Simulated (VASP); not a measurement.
Method: r2SCAN+rVV10, VASP's PBE PAW potentials (set 64) (plane waves; VASP 6.6.1).

VASP input:

File POSCAR:
```
SiO2
1
    4.1938818509    -0.0000000000     0.0000000000
   -0.0000000000     4.1938818509     0.0000000000
    0.0000000000     0.0000000000     2.6825246477
Si O
2 4
Direct
  0.0000000000   0.0000000000   0.0000000000
  0.5000000000   0.5000000000   0.5000000000
  0.3057128375   0.3057128375   0.0000000000
  0.8057128375   0.1942871625   0.5000000000
  0.1942871625   0.8057128375   0.5000000000
  0.6942871625   0.6942871625   0.0000000000
```

### KPOINTS
```
Automatic mesh
0
Gamma
5 5 7
0 0 0
```

INCAR:
```
! general
SYSTEM  =SiO2
PREC    =Accurate
ENCUT   =520
LREAL   =.FALSE.
LASPH   =.TRUE.

! electronic loop
EDIFF   =1E-6
NELM    =100
ALGO    =Normal
LMIXTAU =.TRUE.

! smearing
ISMEAR  =0
SIGMA   =0.05

! functional
METAGGA =R2SCAN
LUSE_VDW=.TRUE.
BPARAM  =11.95
CPARAM  =0.0093

! ions
IBRION  =2
NSW     =60
ISIF    =3
EDIFFG  =-0.02

! output
LWAVE   =.FALSE.
LCHARG  =.FALSE.
```

POTCAR, in this order: Si O (PBE.64 set). Program: vasp_std.

What VASP printed:

**OUTCAR**
```
 ion  position               nearest neighbor table
   1  0.000  0.000  0.000-   4 1.77   5 1.77   4 1.77   5 1.77   3 1.81   6 1.81
   2  0.500  0.500  0.500-   3 1.77   6 1.77   3 1.77   6 1.77   5 1.81   4 1.81
   3  0.306  0.306  0.000-   2 1.77   2 1.77   1 1.81
   4  0.806  0.194  0.500-   1 1.77   1 1.77   2 1.81
   5  0.194  0.806  0.500-   1 1.77   1 1.77   2 1.81
   6  0.694  0.694  0.000-   2 1.77   2 1.77   1 1.81
  LATTYP: Found a simple tetragonal cell.
 ALAT       =     4.1938818509
 C/A-ratio  =     0.6396280923
 Subroutine PRICEL returns:
 Original cell was already a primitive cell.
 Subroutine GETGRP returns: Found 16 space group operations
The static configuration has the point symmetry D_2h.
 The point group associated with its full space group is D_4h.
The dynamic configuration has the point symmetry D_2h.
 Subroutine INISYM returns: Found 16 space group operations
 Subroutine IBZKPT returns following result:
 Found     24 irreducible k-points:

 Following reciprocal coordinates:
            Coordinates               Weight
  0.000000  0.000000  0.000000      1.000000
  0.200000  0.000000  0.000000      4.000000
  0.400000  0.000000  0.000000      4.000000
  0.200000  0.200000  0.000000      4.000000
  0.400000  0.200000  0.000000      8.000000
  0.400000  0.400000  0.000000      4.000000
  0.000000  0.000000  0.142857      2.000000
  0.200000  0.000000  0.142857      8.000000
  0.400000  0.000000  0.142857      8.000000
  0.200000  0.200000  0.142857      8.000000
  0.400000  0.200000  0.142857     16.000000
  0.400000  0.400000  0.142857      8.000000
  0.000000  0.000000  0.285714      2.000000
  0.200000  0.000000  0.285714      8.000000
  0.400000  0.000000  0.285714      8.000000
  0.200000  0.200000  0.285714      8.000000
  0.400000  0.200000  0.285714     16.000000
  0.400000  0.400000  0.285714      8.000000
...
```

OSZICAR:
```
       N       E                     dE             d eps       ncg     rms          rms(c)
DAV:   1     0.146161666547E+03    0.14616E+03   -0.18786E+04   984   0.158E+03
DAV:   2    -0.651470426444E+02   -0.21131E+03   -0.20460E+03  1340   0.328E+02
DAV:   3    -0.721108588148E+02   -0.69638E+01   -0.69457E+01  1148   0.639E+01
DAV:   4    -0.721608294054E+02   -0.49971E-01   -0.49911E-01  1132   0.623E+00
DAV:   5    -0.721613404540E+02   -0.51105E-03   -0.51097E-03  1096   0.621E-01    0.176E+01
DAV:   6    -0.593359091017E+02    0.12825E+02   -0.10432E+01  1084   0.214E+01    0.965E+00
DAV:   7    -0.577359156436E+02    0.16000E+01   -0.19191E+00  1040   0.137E+01    0.333E+00
DAV:   8    -0.608236395711E+02   -0.30877E+01   -0.12477E+00  1024   0.951E+00    0.194E+00
DAV:   9    -0.577395577854E+02    0.30841E+01   -0.93624E-01  1012   0.726E+00    0.650E-01
DAV:  10    -0.579591617785E+02   -0.21960E+00   -0.69046E-02  1104   0.282E+00    0.460E-01
DAV:  11    -0.580574724104E+02   -0.98311E-01   -0.25049E-02  1084   0.131E+00    0.172E-01
DAV:  12    -0.581030055043E+02   -0.45533E-01   -0.21762E-02  1012   0.188E+00    0.110E-01
DAV:  13    -0.581035836787E+02   -0.57817E-03   -0.13020E-03  1024   0.424E-01    0.640E-02
DAV:  14    -0.581040155142E+02   -0.43184E-03   -0.70149E-04  1136   0.194E-01    0.256E-02
DAV:  15    -0.581040245608E+02   -0.90465E-05   -0.72191E-05  1064   0.932E-02    0.960E-03
DAV:  16    -0.581040490284E+02   -0.24468E-04   -0.12497E-05  1036   0.450E-02    0.742E-03
DAV:  17    -0.581040488961E+02    0.13229E-06   -0.23763E-06   848   0.115E-02
   1 F= -.58104049E+02 E0= -.58104049E+02  d E =-.581040E+02
       N       E                     dE             d eps       ncg     rms          rms(c)
DAV:   1    -0.582232620801E+02   -0.11921E+00   -0.36764E+00  1080   0.181E+01    0.304E+00
DAV:   2    -0.580997808263E+02    0.12348E+00   -0.43105E-01  1092   0.525E+00    0.707E-01
DAV:   3    -0.580925225997E+02    0.72582E-02   -0.31673E-02  1056   0.142E+00    0.280E-01
DAV:   4    -0.580927545745E+02   -0.23197E-03   -0.23242E-03  1028   0.590E-01    0.128E-01
DAV:   5    -0.580927624975E+02   -0.79230E-05   -0.12541E-03   996   0.443E-01    0.468E-02
DAV:   6    -0.580930717324E+02   -0.30923E-03   -0.56290E-04   992   0.332E-01    0.301E-02
DAV:   7    -0.580932950896E+02   -0.22336E-03   -0.19096E-04  1020   0.171E-01    0.131E-02
DAV:   8    -0.580933562581E+02   -0.61168E-04   -0.38248E-05  1036   0.701E-02    0.466E-03
DAV:   9    -0.580933575981E+02   -0.13400E-05   -0.16848E-06   704   0.156E-02    0.694E-04
DAV:  10    -0.580933578464E+02   -0.24836E-06   -0.92466E-08   572   0.309E-03
   2 F= -.58093358E+02 E0= -.58093358E+02  d E =0.106910E-01
       N       E                     dE             d eps       ncg     rms          rms(c)
DAV:   1    -0.581583775225E+02   -0.65020E-01   -0.13334E+00  1084   0.107E+01    0.182E+00
DAV:   2    -0.581141823744E+02    0.44195E-01   -0.16151E-01  1088   0.321E+00    0.412E-01
DAV:   3    -0.581116169085E+02    0.25655E-02   -0.10837E-02  1056   0.831E-01    0.187E-01
DAV:   4    -0.581118812513E+02   -0.26434E-03   -0.75881E-04  1024   0.340E-01    0.917E-02
DAV:   5    -0.581116351892E+02    0.24606E-03   -0.46849E-04   996   0.267E-01    0.297E-02
DAV:   6    -0.581119003996E+02   -0.26521E-03   -0.22866E-04   984   0.211E-01    0.180E-02
DAV:   7    -0.581119515265E+02   -0.51127E-04   -0.59181E-05  1024   0.934E-02    0.799E-03
DAV:   8    -0.581119725689E+02   -0.21042E-04   -0.13029E-05  1036   0.414E-02    0.287E-03
DAV:   9    -0.581119732669E+02   -0.69801E-06   -0.56299E-07   656   0.901E-03
   3 F= -.58111973E+02 E0= -.58111973E+02  d E =-.792437E-02
       N       E                     dE             d eps       ncg     rms          rms(c)
DAV:   1    -0.581119794354E+02   -0.68665E-05   -0.22889E-04  1088   0.141E-01    0.242E-02
DAV:   2    -0.581119720997E+02    0.73357E-05   -0.28462E-05  1104   0.425E-02    0.543E-03
DAV:   3    -0.581119716269E+02    0.47282E-06   -0.17398E-06   568   0.112E-02
   4 F= -.58111972E+02 E0= -.58111972E+02  d E =-.792273E-02
       N       E                     dE             d eps       ncg     rms          rms(c)
DAV:   1    -0.581123232112E+02   -0.35111E-03   -0.11798E-01   976   0.296E+00    0.128E-01
DAV:   2    -0.581122854218E+02    0.37789E-04   -0.35066E-03  1128   0.485E-01    0.507E-02
DAV:   3    -0.581122008264E+02    0.84595E-04   -0.12111E-04  1100   0.131E-01    0.230E-02
DAV:   4    -0.581121888342E+02    0.11992E-04   -0.87023E-05  1004   0.106E-01    0.603E-03
DAV:   5    -0.581121806269E+02    0.82072E-05   -0.76099E-05  1008   0.122E-01    0.282E-03
DAV:   6    -0.581122086717E+02   -0.28045E-04   -0.28981E-05   996   0.697E-02    0.295E-03
DAV:   7    -0.581122105965E+02   -0.19248E-05   -0.12247E-06   704   0.111E-02    0.662E-04
DAV:   8    -0.581122104844E+02    0.11203E-06   -0.23837E-07   524   0.502E-03
   5 F= -.58112210E+02 E0= -.58112210E+02  d E =-.238858E-03
```

File OUTCAR:
```
------------------------ aborting loop because EDIFF is reached ----------------------------------------
  FORCE on cell =-STRESS in cart. coord.  units (eV):
  Direction    XX          YY          ZZ          XY          YZ          ZX
  --------------------------------------------------------------------------------------
  Total       -0.0129718     -0.0129718      0.0888070      0.0000000      0.0000000      0.0000000
  in kB       -0.4463869     -0.4463869      3.0560249      0.0000000      0.0000000      0.0000000
  external PRESSURE =       0.7210837 kB  Pullay stress =       0.0000000 kB
  volume of cell :       46.56
      direct lattice vectors                 reciprocal lattice vectors
     4.174925300 -0.000000000  0.000000000     0.239525244  0.000000000  0.000000000
    -0.000000000  4.174925300  0.000000000     0.000000000  0.239525244  0.000000000
     0.000000000  0.000000000  2.671181912     0.000000000  0.000000000  0.374366117
 POSITION                                       TOTAL-FORCE (eV/Angst)
 -----------------------------------------------------------------------------------
     -0.00000      0.00000      0.00000         0.000000      0.000000      0.000000
      2.08746      2.08746      1.33559        -0.000000      0.000000      0.000000
      1.27587      1.27587      0.00000         0.005923      0.005923      0.000000
      3.36333      0.81160      1.33559         0.005923     -0.005923     -0.000000
      0.81160      3.36333      1.33559        -0.005923      0.005923      0.000000
      2.89906      2.89906      0.00000        -0.005923     -0.005923     -0.000000
 -----------------------------------------------------------------------------------
    total drift:                                0.000000     -0.000000     -0.000000
  FREE ENERGIE OF THE ION-ELECTRON SYSTEM (eV)
  ---------------------------------------------------
  free  energy   TOTEN  =       -58.1122104844 eV

  energy  without entropy=      -58.1122104844  energy(sigma->0) =      -58.11221048

 reached required accuracy - stopping structural energy minimisation
```
(Selected blocks of OUTCAR.)

### CONTCAR
```
SiO2
   1.00000000000000
     4.1749253002594671   -0.0000000000000000    0.0000000000000000
    -0.0000000000000000    4.1749253002594671    0.0000000000000000
     0.0000000000000000    0.0000000000000000    2.6711819115390245
  Si              O
     2     4
Direct
     0.0000000000000000    0.0000000000000000    0.0000000000000000
     0.5000000000000000    0.5000000000000000    0.5000000000000000
     0.3056024460730004    0.3056024460730004    0.0000000000000000
     0.8056024460730004    0.1943975539269996    0.5000000000000000
     0.1943975539269996    0.8056024460730004    0.5000000000000000
     0.6943975539269996    0.6943975539269996    0.0000000000000000
```

OUTCAR:
```
 val. band max:        7.8534609138   @ k =   0.0000   0.0000   0.0000

 cond. band min:      14.3833490638   @ k =   0.0000   0.0000   0.0000


 Fermi energy:         8.1612622369

 k-point     1 :       0.0000    0.0000    0.0000
  band No.  band energies     occupation
      1     -15.7288      2.00000
      2     -12.1206      2.00000
      3     -12.1206      2.00000
      4     -11.8220      2.00000
      5      -3.2480      2.00000
      6       1.3124      2.00000
      7       1.3124      2.00000
      8       1.4600      2.00000
      9       2.3395      2.00000
     10       2.6642      2.00000
     11       4.6490      2.00000
     12       4.6490      2.00000
     13       5.3384      2.00000
     14       6.9635      2.00000
     15       6.9635      2.00000
     16       7.8535      2.00000
     17      14.3833      0.00000
     18      15.4275      0.00000
     19      17.2597      0.00000
     20      17.2597      0.00000

 k-point     2 :       0.2000    0.0000    0.0000
  band No.  band energies     occupation
      1     -15.5164      2.00000
      2     -12.9146      2.00000
      3     -12.0159      2.00000
      4     -11.4702      2.00000
      5      -2.9484      2.00000
      6       0.3343      2.00000
      7       1.4384      2.00000
      8       2.1836      2.00000
      9       2.5024      2.00000
     10       3.3872      2.00000
     11       4.2976      2.00000
     12       4.7432      2.00000
     13       5.3698      2.00000
     14       6.1364      2.00000
     15       6.8930      2.00000
     16       7.5456      2.00000
     17      14.9997      0.00000
     18      15.7889      0.00000
     19      17.3540      0.00000
     20      17.3852      0.00000

 k-point     3 :       0.4000    0.0000    0.0000
  band No.  band energies     occupation
      1     -14.9048      2.00000
      2     -13.9787      2.00000
      3     -11.7513      2.00000
      4     -11.4831      2.00000
      5      -2.1594      2.00000
...
```

The compound is SiO2 in the rutile structure, stishovite, a high-pressure form. This run relaxes it. Symmetry was kept, so distortions that lower it aren't found. The start is the result of an earlier pass.
